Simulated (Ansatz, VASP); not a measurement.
# C ((5,5) graphene nanotube bundle): VASP beside Ansatz

Aim: how closely do two programs agree when they are given the same cell, functional and k mesh? The structure shown is the start of the Ansatz relaxation below; VASP solves that cell, so the two are compared at the walk's first step.

Program: Ansatz 0.2.0. Level of theory: plane waves, with VASP 6.6.1 beside it; single point at PBE with D4. Results are calculated unless marked as measured.

## Step 1: Starting point

The cell holds 80 atoms: 80 C. Its edges and angles: a = 10.081 Å, b = 10.081 Å, c = 9.721 Å, α = 90.0°, β = 90.0°, γ = 120.0°. It derives from C (graphene). As first built, before any earlier steps moved the atoms (in the runner's words): graphene sheet (a = 2.46 A) rolled into an (5,5) tube of diameter 6.78 A, 4 periods, hexagonal bundle with 3.3 A between walls; minimised with a classical potential (cell length normal to the plane free). The structure's axis is c.

## Step 2: Ansatz: relaxation, PBE with D4

Ansatz runs on its default PAW (the set named soft_2) files.

The two programs are compared at the cell with which this relaxation starts, whose forces are those of its first step.

The input, input.yaml:

```yaml
crystal:
  lattice:
    - [10.08135, 0.0, 0.0]
    - [-5.04067, 8.7307, 0.0]
    - [0.0, 0.0, 9.72051]
  atoms:
    - { symbol: C, position: [0.37024, 0.08051, 0.13115] }
    - { symbol: C, position: [0.38666, 0.15742, 0.00615] }
    - { symbol: C, position: [0.36773, 0.28642, 0.00615] }
    - { symbol: C, position: [0.33426, 0.33344, 0.13115] }
    - { symbol: C, position: [0.22693, 0.3837, 0.13115] }
    - { symbol: C, position: [0.15677, 0.3837, 0.25615] }
    - { symbol: C, position: [0.99918, 0.33344, 0.00615] }
    - { symbol: C, position: [0.91869, 0.28642, 0.13115] }
    - { symbol: C, position: [0.77076, 0.15742, 0.13115] }
    - { symbol: C, position: [0.71027, 0.08051, 0.25615] }
    - { symbol: C, position: [0.62976, 0.91949, 0.00615] }
    - { symbol: C, position: [0.61334, 0.84258, 0.13115] }
    - { symbol: C, position: [0.63227, 0.71358, 0.13115] }
    - { symbol: C, position: [0.66574, 0.66656, 0.25615] }
    - { symbol: C, position: [0.77307, 0.6163, 0.25615] }
    - { symbol: C, position: [0.84323, 0.6163, 0.13115] }
    - { symbol: C, position: [0.00082, 0.66656, 0.13115] }
    - { symbol: C, position: [0.08131, 0.71358, 0.25615] }
    - { symbol: C, position: [0.22924, 0.84258, 0.25615] }
    - { symbol: C, position: [0.28973, 0.91949, 0.13115] }
    - { symbol: C, position: [0.37024, 0.08051, 0.38115] }
    - { symbol: C, position: [0.38666, 0.15742, 0.25615] }
    - { symbol: C, position: [0.36773, 0.28642, 0.25615] }
    - { symbol: C, position: [0.33426, 0.33344, 0.38115] }
    - { symbol: C, position: [0.22693, 0.3837, 0.38115] }
    - { symbol: C, position: [0.15677, 0.3837, 0.50615] }
    - { symbol: C, position: [0.99918, 0.33344, 0.25615] }
    - { symbol: C, position: [0.91869, 0.28642, 0.38115] }
    - { symbol: C, position: [0.77076, 0.15742, 0.38115] }
    - { symbol: C, position: [0.71027, 0.08051, 0.50615] }
    - { symbol: C, position: [0.62976, 0.91949, 0.25615] }
    - { symbol: C, position: [0.61334, 0.84258, 0.38115] }
    - { symbol: C, position: [0.63227, 0.71358, 0.38115] }
    - { symbol: C, position: [0.66574, 0.66656, 0.50615] }
    - { symbol: C, position: [0.77307, 0.6163, 0.50615] }
    - { symbol: C, position: [0.84323, 0.6163, 0.38115] }
    - { symbol: C, position: [0.00082, 0.66656, 0.38115] }
    - { symbol: C, position: [0.08131, 0.71358, 0.50615] }
    - { symbol: C, position: [0.22924, 0.84258, 0.50615] }
    - { symbol: C, position: [0.28973, 0.91949, 0.38115] }
    - { symbol: C, position: [0.37024, 0.08051, 0.63115] }
    - { symbol: C, position: [0.38666, 0.15742, 0.50615] }
    - { symbol: C, position: [0.36773, 0.28642, 0.50615] }
    - { symbol: C, position: [0.33426, 0.33344, 0.63115] }
    - { symbol: C, position: [0.22693, 0.3837, 0.63115] }
    - { symbol: C, position: [0.15677, 0.3837, 0.75615] }
    - { symbol: C, position: [0.99918, 0.33344, 0.50615] }
    - { symbol: C, position: [0.91869, 0.28642, 0.63115] }
    - { symbol: C, position: [0.77076, 0.15742, 0.63115] }
    - { symbol: C, position: [0.71027, 0.08051, 0.75615] }
    - { symbol: C, position: [0.62976, 0.91949, 0.50615] }
    - { symbol: C, position: [0.61334, 0.84258, 0.63115] }
    - { symbol: C, position: [0.63227, 0.71358, 0.63115] }
    - { symbol: C, position: [0.66574, 0.66656, 0.75615] }
    - { symbol: C, position: [0.77307, 0.6163, 0.75615] }
    - { symbol: C, position: [0.84323, 0.6163, 0.63115] }
    - { symbol: C, position: [0.00082, 0.66656, 0.63115] }
    - { symbol: C, position: [0.08131, 0.71358, 0.75615] }
    - { symbol: C, position: [0.22924, 0.84258, 0.75615] }
    - { symbol: C, position: [0.28973, 0.91949, 0.63115] }
    - { symbol: C, position: [0.37024, 0.08051, 0.88115] }
    - { symbol: C, position: [0.38666, 0.15742, 0.75615] }
    - { symbol: C, position: [0.36773, 0.28642, 0.75615] }
    - { symbol: C, position: [0.33426, 0.33344, 0.88115] }
    - { symbol: C, position: [0.22693, 0.3837, 0.88115] }
    - { symbol: C, position: [0.15677, 0.3837, 0.00615] }
    - { symbol: C, position: [0.99918, 0.33344, 0.75615] }
    - { symbol: C, position: [0.91869, 0.28642, 0.88115] }
    - { symbol: C, position: [0.77076, 0.15742, 0.88115] }
    - { symbol: C, position: [0.71027, 0.08051, 0.00615] }
    - { symbol: C, position: [0.62976, 0.91949, 0.75615] }
    - { symbol: C, position: [0.61334, 0.84258, 0.88115] }
    - { symbol: C, position: [0.63227, 0.71358, 0.88115] }
    - { symbol: C, position: [0.66574, 0.66656, 0.00615] }
    - { symbol: C, position: [0.77307, 0.6163, 0.00615] }
    - { symbol: C, position: [0.84323, 0.6163, 0.88115] }
    - { symbol: C, position: [0.00082, 0.66656, 0.88115] }
    - { symbol: C, position: [0.08131, 0.71358, 0.00615] }
    - { symbol: C, position: [0.22924, 0.84258, 0.00615] }
    - { symbol: C, position: [0.28973, 0.91949, 0.88115] }
kpoints:
  mp_grid: { grid: [2, 2, 2] }
hamiltonian:
  xc: pbe
  dispersion: d4
scf:
  occupations: { method: gaussian, width: 0.025 }
output:
  forces: true
relax:
  f_tol: 0.05
  max_steps: 150
  cell: {}
```

Launch:

```sh
ansatz run input.yaml --threads 4 --pin off --max-ram 8192MiB --backend cpu --events-out ev --progress --plain --runs-dir out
```

Numbers of over 12 decimals in the logs are rounded to 6 here.

Log:

```text
Engine: ansatz 0.2.0, aarch64-unknown-linux-gnu
Pseudopotentials: kind: paw
Pseudopotential: C, paw, valence charge 4, recommended cutoff 420 eV (normal), C.paw.azcp
Functional definition: PBE
  parameter kappa = 0.804
  parameter beta = 0.066725
  exchange = pbe_x(kappa = kappa, mu = beta*pi^2/3)
  correlation = pbe_c(beta = beta)
Crystal: 80 atoms, lattice volume = 855.572 Å³
Basis set: ecut = 420 eV, 16749 PW (Γ), exchange–correlation on 144×144×144 points (8 copies of the dense FFT grid, shifted against one another)
Bands: 240, of which v1, the nominal top of the filled ones, is band 160 counted from 1 (159 counted from 0)
Symmetry: 32 space group operations
Space group: Cmcm (ITA 63), of the structure as read, at distance tolerance 9.5e-5 Å
k-points: 6 of 8
Non-local potential: C, projectors of the file, l = 0: 2, l = 1: 2, l = 2: 1
PAW form: soft (Blöchl's): semilocal exchange-correlation on the pseudo side does not see the compensation charge
PAW one-centre angular grid: C, 110 points (default); XC on 64 Gauss nodes
Initial density: superposition of atomic densities (neutral atoms: chi_scale 0, normalization atom), corrected by the library's trained network
Initial wavefunctions: pseudopotential atomic-orbital guess
Functional: x = pbe(κ = 0.804, μ = 0.219515), c = pbe(β = 0.066725)
SCF iter   1: F=—  HF=-20071.940258 eV  |F-HF|=—  |Δ(HF+E_count)|=         —  Δρ=4.88e-3  dr2=1.58e-1  ethr=1.77e-3  ⟨swp⟩=7.2  Hψ=6536  notcnv=0  defer=312
preconditioner: auto → Resta (q_TF=auto, 2.316 Å⁻¹)  ε∞=3.2  [insulator: Δε(μ)=1.190 eV  Ē_g=15.310 eV  σ=0.025 eV  W_gap=1.00  n_scr=198 (ndim 8)  ℏωp=22.7 eV  f_vac=0.207  D(μ)=0.00/eV (n_scr^D=0)  ε∞_Penn≈3.2  vacuum switching on, ρ_ref=1.7e-2 e/Å³]
SCF iter   2: F=—  HF=-20071.983780 eV  |F-HF|=—  |Δ(HF+E_count)|=   4.35e-2  Δρ=2.45e-3  dr2=3.47e-2  ethr=4.92e-5  ⟨swp⟩=2.3  Hψ=2474  notcnv=0  defer=438
SCF iter   3: F=—  HF=-20072.006400 eV  |F-HF|=—  |Δ(HF+E_count)|=   2.26e-2  Δρ=6.78e-4  dr2=5.46e-3  ethr=1.08e-5  ⟨swp⟩=2.0  Hψ=1613  notcnv=0  defer=438
SCF iter   4: F=—  HF=-20072.007812 eV  |F-HF|=—  |Δ(HF+E_count)|=   1.41e-3  Δρ=2.27e-4  dr2=1.03e-3  ethr=1.71e-6  ⟨swp⟩=2.0  Hψ=1726  notcnv=0  defer=438
SCF iter   5: F=—  HF=-20072.007854 eV  |F-HF|=—  |Δ(HF+E_count)|=   4.21e-5  Δρ=9.30e-5  dr2=1.05e-4  ethr=3.21e-7  ⟨swp⟩=2.0  Hψ=1677  notcnv=0  defer=438
SCF iter   6: F=—  HF=-20072.007938 eV  |F-HF|=—  |Δ(HF+E_count)|=   8.33e-5  Δρ=3.17e-5  dr2=1.12e-5  ethr=3.29e-8  ⟨swp⟩=2.0  Hψ=1702  notcnv=0  defer=438
SCF iter   7: F=—  HF=-20072.007866 eV  |F-HF|=—  |Δ(HF+E_count)|=   7.13e-5  Δρ=7.02e-6  dr2=5.32e-7  ethr=3.50e-9  ⟨swp⟩=2.0  Hψ=1883  notcnv=0  defer=438
SCF iter   8: F=—  HF=-20072.007867 eV  |F-HF|=—  |Δ(HF+E_count)|=   2.38e-7  Δρ=3.28e-6  dr2=1.07e-7  ethr=3.13e-11  ⟨swp⟩=4.8  Hψ=4378  notcnv=0
SCF iter   9: F=-20072.007867 eV  HF=-20072.007867 eV  |F-HF|=2.06e-9  |Δ(HF+E_count)|=   1.17e-8  Δρ=5.78e-7  dr2=2.34e-9  ethr=3.13e-11  ⟨swp⟩=4.0  Hψ=3849  notcnv=0
SCF 1 converged in 9 iterations: F = -20072.007867 eV  dr2 = 2.34e-9
  greatest PAW one-centre occupation: 0.681 electrons in one spin orbital (limit 2), on the C atom at site 76 (counted from 0), in its partial waves of l = 0
relax step   1: F+E_penalty+E_count = -20072.00786655 eV  Δ(F+E_penalty+E_count) = +0.000e0 eV  max|allowed force component| = 3.384e-1 eV/Å  Δτ_max = 0.0000 Å  P = +9.130 GPa  Ω = 855.572 Å³  (9 SCF iters, dr2 threshold 1.00e-7 eV, accepted)
Crystal: 80 atoms, lattice volume = 807.356 Å³
Basis set: ecut = 420 eV, 15793 PW (Γ), exchange–correlation on 144×144×144 points (8 copies of the dense FFT grid, shifted against one another)
Initial density: handed on by an earlier stage of this run
Initial wavefunctions: those handed on with the density
SCF iter   1: F=—  HF=-20077.260633 eV  |F-HF|=—  |Δ(HF+E_count)|=         —  Δρ=4.82e-2  dr2=1.45e1  ethr=3.10e-3  ⟨swp⟩=5.2  Hψ=5493  notcnv=0  defer=205
preconditioner: auto → Resta (q_TF=auto, 2.338 Å⁻¹)  ε∞=3.4  [insulator: Δε(μ)=0.888 eV  Ē_g=15.068 eV  σ=0.025 eV  W_gap=1.00  n_scr=174 (ndim 8)  ℏωp=23.4 eV  f_vac=0.168  D(μ)=0.00/eV (n_scr^D=0)  ε∞_Penn≈3.4  vacuum switching on, ρ_ref=1.6e-2 e/Å³]
SCF iter   2: F=—  HF=-20073.405146 eV  |F-HF|=—  |Δ(HF+E_count)|=    3.86e0  Δρ=2.17e-2  dr2=1.97e0  ethr=3.10e-3  ⟨swp⟩=3.0  Hψ=2394  notcnv=0  defer=442
SCF iter   3: F=—  HF=-20072.899934 eV  |F-HF|=—  |Δ(HF+E_count)|=   5.05e-1  Δρ=3.75e-3  dr2=1.19e-1  ethr=6.16e-4  ⟨swp⟩=2.0  Hψ=1735  notcnv=0  defer=445
SCF iter   4: F=—  HF=-20072.893834 eV  |F-HF|=—  |Δ(HF+E_count)|=   6.10e-3  Δρ=1.59e-3  dr2=7.31e-2  ethr=3.70e-5  ⟨swp⟩=2.5  Hψ=1858  notcnv=0  defer=445
SCF iter   5: F=—  HF=-20072.882635 eV  |F-HF|=—  |Δ(HF+E_count)|=   1.12e-2  Δρ=3.96e-4  dr2=1.26e-3  ethr=2.28e-5  ⟨swp⟩=2.2  Hψ=1634  notcnv=0  defer=445
[...]
atom  44  C      0.00202152    -0.00044652    -0.00000000
  atom  45  C     -0.00081110    -0.00001611    -0.00000000
  atom  46  C      0.00081110    -0.00001611     0.00000000
  atom  47  C     -0.00202152    -0.00044651    -0.00000000
  atom  48  C      0.00067423     0.00040666     0.00000000
  atom  49  C      0.00008295    -0.00004620    -0.00000000
  atom  50  C     -0.00073348    -0.00194389     0.00000000
  atom  51  C     -0.00073348     0.00194389    -0.00000000
  atom  52  C      0.00008295     0.00004620     0.00000000
  atom  53  C      0.00067423    -0.00040666    -0.00000000
  atom  54  C     -0.00202152     0.00044652     0.00000000
  atom  55  C      0.00081110     0.00001611     0.00000000
  atom  56  C     -0.00081110     0.00001611    -0.00000000
  atom  57  C      0.00202152     0.00044651     0.00000000
  atom  58  C     -0.00067423    -0.00040666    -0.00000000
  atom  59  C     -0.00008295     0.00004620     0.00000000
  atom  60  C      0.00073348     0.00194389    -0.00000000
  atom  61  C      0.00073348    -0.00194389     0.00000000
  atom  62  C     -0.00008295    -0.00004620    -0.00000000
  atom  63  C     -0.00067423     0.00040666     0.00000000
  atom  64  C      0.00202152    -0.00044652    -0.00000000
  atom  65  C     -0.00081110    -0.00001611    -0.00000000
  atom  66  C      0.00081110    -0.00001611     0.00000000
  atom  67  C     -0.00202152    -0.00044651    -0.00000000
[...]
atom  73  C      0.00067423    -0.00040666    -0.00000000
  atom  74  C     -0.00202152     0.00044652     0.00000000
  atom  75  C      0.00081110     0.00001611     0.00000000
  atom  76  C     -0.00081110     0.00001611    -0.00000000
  atom  77  C      0.00202152     0.00044651     0.00000000
  atom  78  C     -0.00067423    -0.00040666    -0.00000000
  atom  79  C     -0.00008295     0.00004620     0.00000000
  atom  80  C      0.00073348     0.00194389    -0.00000000
  max |Σ_I F_I| component: 4.99e-18 eV/Å
--- Stress (GPa, compression-positive) ---
       -0.016323       0.000000      -0.000000
        0.000000       0.009406       0.000000
       -0.000000       0.000000       0.001522
  P = ⅓ Tr σ = -0.0018 GPa (-0.018 kbar)
--- Relaxed structure (6 steps of the walk, 6 accepted, 2 SCFs on fresh bases) ---
  F+E_penalty+E_count = -20073.10783747 eV   max|allowed force component| = 2.022e-3 eV/Å   (the final SCF, on the basis selected at the relaxed cell)
  cell:  # Å, volume = 850.5508 Å³
    - [9.840705, -2.817845401470714e-6, 0]
    - [-4.920350, 8.779537, 0]
    - [0, 0, 9.844701]
  atoms:
    - { symbol: C, position: [0.377634, 0.081078, 0.13115] }
    - { symbol: C, position: [0.394624, 0.158973, 0.00615] }
    - { symbol: C, position: [0.377527, 0.291478, 0.00615] }
    - { symbol: C, position: [0.343770, 0.340606, 0.13115] }
    - { symbol: C, position: [0.233082, 0.393111, 0.13115] }
    - { symbol: C, position: [0.160029, 0.393111, 0.25615] }
    - { symbol: C, position: [0.996836, 0.340606, 0.00615] }
    - { symbol: C, position: [0.913951, 0.291478, 0.13115] }
    - { symbol: C, position: [0.764349, 0.158973, 0.13115] }
    - { symbol: C, position: [0.703444, 0.081078, 0.25615] }
    - { symbol: C, position: [0.622366, 0.918922, 0.00615] }
    - { symbol: C, position: [0.605376, 0.841027, 0.13115] }
    - { symbol: C, position: [0.622473, 0.708522, 0.13115] }
    - { symbol: C, position: [0.656230, 0.659394, 0.25615] }
    - { symbol: C, position: [0.766918, 0.606889, 0.25615] }
    - { symbol: C, position: [0.839971, 0.606889, 0.13115] }
    - { symbol: C, position: [0.00316374, 0.659394, 0.13115] }
    - { symbol: C, position: [0.086049, 0.708522, 0.25615] }
    - { symbol: C, position: [0.235651, 0.841027, 0.25615] }
    - { symbol: C, position: [0.296556, 0.918922, 0.13115] }
    - { symbol: C, position: [0.377634, 0.081078, 0.381150] }
    - { symbol: C, position: [0.394624, 0.158973, 0.25615] }
    - { symbol: C, position: [0.377527, 0.291478, 0.25615] }
    - { symbol: C, position: [0.343770, 0.340606, 0.381150] }
[...]
- { symbol: C, position: [0.622473, 0.708522, 0.88115] }
    - { symbol: C, position: [0.656230, 0.659394, 0.00615] }
    - { symbol: C, position: [0.766918, 0.606889, 0.00615] }
    - { symbol: C, position: [0.839971, 0.606889, 0.88115] }
    - { symbol: C, position: [0.00316374, 0.659394, 0.88115] }
    - { symbol: C, position: [0.086049, 0.708522, 0.00615] }
    - { symbol: C, position: [0.235651, 0.841027, 0.00615] }
    - { symbol: C, position: [0.296556, 0.918922, 0.88115] }
```

The column dr2 measures how far the density is from self-consistency, as an energy; F and HF (Harris–Foulkes) agree once it is small.

(Continued in part 2 of 2.)

[Lines on the potential files, build, host, timing and source positions are cut from VASP's logs without a mark.]

[Logs are printed without paths, hosts, clocks, repeated set-up lines and the standing remarks that a program may print on its own settings, such as how far it seeks lower states.]

[Hosts, paths, dates, database ids (printed as entryN), source tags and the programs' standing remarks are cut or masked in the printed files.]
